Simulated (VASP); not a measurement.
# NaTaH3 (P4/mbm) in VASP: single point with PBE

Aim: the single point of NaTaH3 with PBE.

Program: VASP 6.6.1. These are calculated values, not measurements. Logs are shortened: lines on timing, memory, paths and dates and some standing lists are left out, and cuts for length are marked.

### 1 The structure

Symmetry: P4/mbm, No. 127, tetragonal system. Conventional cell: a = 5.536 Å, b = 5.536 Å, c = 3.923 Å, α = 90.00°, β = 90.00°, γ = 90.00°. Ta (site symmetry 4/m) is surrounded by 6 H at 1.96 to 1.97 Å. Around Na (site symmetry mmm) lie 12 H at 2.64 to 2.91 Å. Around H (site symmetry 4/m) lie 2 Ta at 1.96 Å. Around H (site symmetry m2m) lie 2 Ta at 1.97 Å.

The cell was built by a generator and needn't be a form met in nature.

### 2 Single point, PBE

File INCAR:

```
SYSTEM = NaTaH3
ALGO = Normal
EDIFF = 1E-6
ENCUT = 520
GGA = PE
ISIF = 2
ISMEAR = 1
LASPH = .TRUE.
LCHARG = .FALSE.
LREAL = .FALSE.
LWAVE = .FALSE.
NBANDS = 32
NELM = 100
PREC = Accurate
SIGMA = 0.0117
```

File KPOINTS:

```
k-points
0
G
  5 5 7
  0 0 0
```

File POSCAR:

```
NaTaH3
1.0
    5.5357230000      0.0000000000      0.0000000000
    0.0000000000      5.5357230000      0.0000000000
    0.0000000000      0.0000000000      3.9231690000
Ta Na H
2 2 6
Direct
    0.0000000000      0.0000000000      0.0000000000
    0.5000000000      0.5000000000      0.0000000000
    0.0000000000      0.5000000000      0.5000000000
    0.5000000000      0.0000000000      0.5000000000
    0.0000000000      0.0000000000      0.5000000000
    0.5000000000      0.5000000000      0.5000000000
    0.2741000000      0.7741000000      0.0000000000
    0.2259000000      0.2741000000      0.0000000000
    0.7259000000      0.2259000000      0.0000000000
    0.7741000000      0.7259000000      0.0000000000
```

Potentials or basis: VASP PAW PBE potentials, release 64 (Ta_pv, Na_pv, H).

Command:

```console
$ cat potpaw_PBE.64/Ta_pv/POTCAR potpaw_PBE.64/Na_pv/POTCAR potpaw_PBE.64/H/POTCAR > POTCAR
$ mpirun -np 1 vasp_std > vasp.out
```

OUTCAR:

```text
SYSTEM = NaTaH3
   EDIFF = 1E-6
   ENCUT = 520
   GGA = PE
   ISIF = 2
   ISMEAR = 1
   LASPH = .TRUE.
   LREAL = .FALSE.
   NELM = 100
   PREC = Accurate

 ion  position               nearest neighbor table
   1  0.000  0.000  0.000-   5 1.96   5 1.96   8 1.97   9 1.97  10 1.97   7 1.97
   2  0.500  0.500  0.000-   6 1.96   6 1.96   8 1.97   9 1.97  10 1.97   7 1.97
   3  0.000  0.500  0.500-
   4  0.500  0.000  0.500-
   5  0.000  0.000  0.500-   1 1.96   1 1.96
   6  0.500  0.500  0.500-   2 1.96   2 1.96
   7  0.274  0.774  0.000-   1 1.97   2 1.97
   8  0.226  0.274  0.000-   1 1.97   2 1.97
   9  0.726  0.226  0.000-   1 1.97   2 1.97
  10  0.774  0.726  0.000-   1 1.97   2 1.97

  LATTYP: Found a simple tetragonal cell.
 ALAT       =     5.5357230000
 C/A-ratio  =     0.7087003811

  Lattice vectors:

 A1 = (   5.5357230000,   0.0000000000,   0.0000000000)
 A2 = (   0.0000000000,   5.5357230000,   0.0000000000)
 A3 = (   0.0000000000,   0.0000000000,   3.9231690000)

Analysis of symmetry for initial positions (statically):
=====================================================================
 Subroutine PRICEL returns:
 Original cell was already a primitive cell.

 Routine SETGRP: Setting up the symmetry group for a
 simple tetragonal supercell.

 Subroutine GETGRP returns: Found 16 space group operations
 (whereof  8 operations were pure point group operations)
 out of a pool of 16 trial point group operations.

The static configuration has the point symmetry C_4h.
 The point group associated with its full space group is D_4h.

Analysis of symmetry for dynamics (positions and initial velocities):
=====================================================================
 Subroutine PRICEL returns:
 Original cell was already a primitive cell.

 Routine SETGRP: Setting up the symmetry group for a
 simple tetragonal supercell.

 Subroutine GETGRP returns: Found 16 space group operations
 (whereof  8 operations were pure point group operations)
 out of a pool of 16 trial point group operations.

The dynamic configuration has the point symmetry C_4h.
 The point group associated with its full space group is D_4h.

 Subroutine INISYM returns: Found 16 space group operations
 (whereof  8 operations are pure point group operations),
[... 108 lines left out ...]
   LASPH  =      T    aspherical Exc in radial PAW
   ENCUT  =  520.0 eV  38.22 Ry    6.18 a.u.  10.29 10.29  7.29*2*pi/ulx,y,z
   NELM   =    100;   NELMIN=  2; NELMDL= -5     # of ELM steps
   EDIFF  = 0.1E-05   stopping-criterion for ELM
[... 8 lines left out ...]
   TEBEG  =    0.0;   TEEND  =   0.0 temperature during run
   PSTRESS=    0.0 pullay stress
   NELECT =      42.0000    total number of electrons
   NUPDOWN=      -1.0000    fix difference up-down
   EMIN   =  10.00;   EMAX   =-10.00  energy-range for DOS
   EFERMI =   0.00;   METHOD = LEGACY
   ISMEAR =     1;   SIGMA  =   0.01  broadening in eV -4-tet -1-fermi 0-gaus
   EFERMI_NEDOS =   21; number of points for ismear=-14 and -15
   IALGO  =     38    algorithm
   IMIX   =      4    mixing-type and parameters
     AMIX     =   0.40;   BMIX     =  1.00
     AMIX_MAG =   1.60;   BMIX_MAG =  1.00
  volume/ion in A,a.u.               =      12.02        81.13
  Fermi-wavevector in a.u.,A,eV,Ry     =   1.153000  2.178854 18.087712  1.329409
  Thomas-Fermi vector in A             =   2.289647
   LORBIT       =      0    0 simple, 1 ext, 2 COOP (PROOUT), +10 PAW based schemes
   GGA     = PE    functional components
   LHFCALC =     F    Hartree Fock is set to
   AEXX    =    0.0000 exact exchange contribution
   IVDW    =     0    specifies the selected vdW correction
   LEPSILON=     F    determine dielectric tensor
   LRPA    =     F    only Hartree local field effects (RPA)
 non-spin polarized calculation
 Methfessel and Paxton  Order N= 1 SIGMA  =   0.01
  energy-cutoff  :      520.00
  volume of cell :      120.22
 maximum number of plane-waves:      3250
 NGX is ok and might be reduce to    42
   NGX = 21   NGY = 21   NGZ = 15

 number of electron      42.0000008 magnetization

 Free energy of the ion-electron system (eV)
  ---------------------------------------------------
  ext. energy  EPLUGINS =         0.00000000
  ---------------------------------------------------
  free energy    TOTEN  =       -44.17099120 eV

  energy without entropy =      -44.17090122  energy(sigma->0) =      -44.17096121

 E-fermi :   2.1215     XC(G=0):  -9.3560

 val. band max:        2.1153613590   @ k =   0.2000   0.0000   0.1429
 cond. band min:       2.1228148893   @ k =   0.4000   0.4000   0.2857
 fundamental gap:      0.0074535303
 Fermi energy:         2.1215314079

 k-point     1 :       0.0000    0.0000    0.0000
  band No.  band energies     occupation
      1     -33.0986      2.00000
      2     -33.0986      2.00000
      3     -33.0547      2.00000
      4     -33.0547      2.00000
      5     -33.0091      2.00000
      6     -33.0046      2.00000
[... 829 lines left out ...]
     31       8.0924      0.00000
     32       8.1820      0.00000

------------------------ aborting loop because EDIFF is reached ----------------------------------------

  FORCE on cell =-STRESS in cart. coord.  units (eV):
  Direction    XX          YY          ZZ          XY          YZ          ZX
  --------------------------------------------------------------------------------------
  -------------------------------------------------------------------------------------
  Total       -6.3337694     -6.3337694     -4.9675549      0.0000000     -0.0000000      0.0000000
  in kB      -84.4086812    -84.4086812    -66.2014564      0.0000000     -0.0000000      0.0000000
  external PRESSURE =     -78.3396063 kB  Pullay stress =       0.0000000 kB

 VOLUME and BASIS-vectors are now :
 -----------------------------------------------------------------------------
  energy-cutoff  :      520.00
  volume of cell :      120.22
      direct lattice vectors                 reciprocal lattice vectors
     5.535723000  0.000000000  0.000000000     0.180644877  0.000000000  0.000000000
     0.000000000  5.535723000  0.000000000     0.000000000  0.180644877  0.000000000
     0.000000000  0.000000000  3.923169000     0.000000000  0.000000000  0.254895978

 POSITION                                       TOTAL-FORCE (eV/Angst)
 -----------------------------------------------------------------------------------
      0.00000      0.00000      0.00000         0.000000      0.000000      0.000000
      2.76786      2.76786      0.00000         0.000000      0.000000      0.000000
      0.00000      2.76786      1.96158         0.000000      0.000000      0.000000
      2.76786      0.00000      1.96158         0.000000      0.000000      0.000000
      0.00000      0.00000      1.96158         0.000000      0.000000      0.000000
      2.76786      2.76786      1.96158         0.000000      0.000000      0.000000
      1.51734      4.28520      0.00000        -0.032181     -0.032181      0.000000
      1.25052      1.51734      0.00000         0.032181     -0.032181     -0.000000
      4.01838      1.25052      0.00000         0.032181      0.032181      0.000000
      4.28520      4.01838      0.00000        -0.032181      0.032181      0.000000
 -----------------------------------------------------------------------------------
    total drift:                                0.000000     -0.000000     -0.000000

  FREE ENERGIE OF THE ION-ELECTRON SYSTEM (eV)
  ---------------------------------------------------
  free  energy   TOTEN  =       -44.1709912020 eV

  energy  without entropy=      -44.1709012153  energy(sigma->0) =      -44.17096121
```

stdout:

```text
POSCAR found type information on POSCAR TaNaH
 POSCAR found :  3 types and      10 ions
 scaLAPACK will be used
 LDA part: xc-table for (Slater+PW92), standard interpolation
 POSCAR, INCAR and KPOINTS ok, starting setup
 FFT: planning ... GRIDC
 FFT: planning ... GRID_SOFT
 FFT: planning ... GRID
 WAVECAR not read
 entering main loop
```

Wall time 50 s (1 thread of Intel Xeon Platinum 8488C (Sapphire Rapids), shared host); peak memory 0.26 GiB.

Results:

| Item | Value |
| --- | --- |
| Free energy | -44.1710 eV |
| Pressure | -7.8 GPa |
| Largest force | 0.046 eV/Å |
| Band gap on the k mesh | none (metal or under the smearing width) |

Forces on the atoms (eV/Å):
```
Ta   0.000  0.000  0.000
Ta   0.000  0.000  0.000
Na   0.000  0.000  0.000
Na   0.000  0.000  0.000
H    0.000  0.000  0.000
H    0.000  0.000  0.000
H   -0.032 -0.032  0.000
H    0.032 -0.032  0.000
H    0.032  0.032  0.000
H   -0.032  0.032  0.000
```

Levels at points of the mesh, in eV from the Fermi level:
| k point | band 18 | band 19 | band 20 | band 21 | band 22 | band 23 | band 24 | band 25 |
| --- | --- | --- | --- | --- | --- | --- | --- | --- |
| (0.00, 0.00, 0.00) | -3.96 | -1.87 | 0.29 | 0.29 | 1.03 | 1.16 | 1.16 | 1.30 |
